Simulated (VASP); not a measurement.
Calculation: LDA (Ceperley-Alder, Perdew-Zunger), VASP's LDA PAW potentials (set 64) (plane waves; VASP 6.6.1).

The input files of a VASP run:

INCAR:
```
SYSTEM = AlV
PREC = Accurate; ENCUT = 300; LREAL = .FALSE.
LASPH = .TRUE.
EDIFF = 1E-6; NELM = 100; ALGO = Normal
LMAXMIX = 4
ISMEAR = 0; SIGMA = 0.1
ISIF = 2
LWAVE = .FALSE.; LCHARG = .FALSE.
```

POSCAR:
```
AlV
4.054410
  0.4361103095  -0.4824660062   0.0000000000
  0.4361103095   0.4824660062   0.0000000000
  0.0000000000   0.0000000000   1.0000000000
Al V
1 1
Cart
  0.0000000000   0.0000000000   0.0000000000
  0.4361103095   0.0000000000   0.5000000000
```

KPOINTS:
```
Automatic mesh
0
Gamma
12 12 8
0 0 0
```

POTCAR, in this order: Al V_sv (LDA.64 set). Program: vasp_std.

Question: What will the output report for the number of irreducible k-points (NKPTS), largest plane-wave count, number of space-group operations, FFT grid (NGX, NGY, NGZ)?

Answer: 
```
Item                                          Result
--------------------------------------  ------------
number of irreducible k-points (NKPTS)           215
largest plane-wave count                         341
number of space-group operations                   8
FFT grid (NGX, NGY, NGZ)                16 × 16 × 24
```

The structure comes from a computed database's AlV entry; how it stands against other phases isn't given here. The cell was not relaxed at this level. The run is one of a series of settings (GGA removed, POTCAR Al V_sv (LDA.64 set) against the base run), some of them coarse on purpose. The run is not spin-polarised, so no magnetic state was tried.
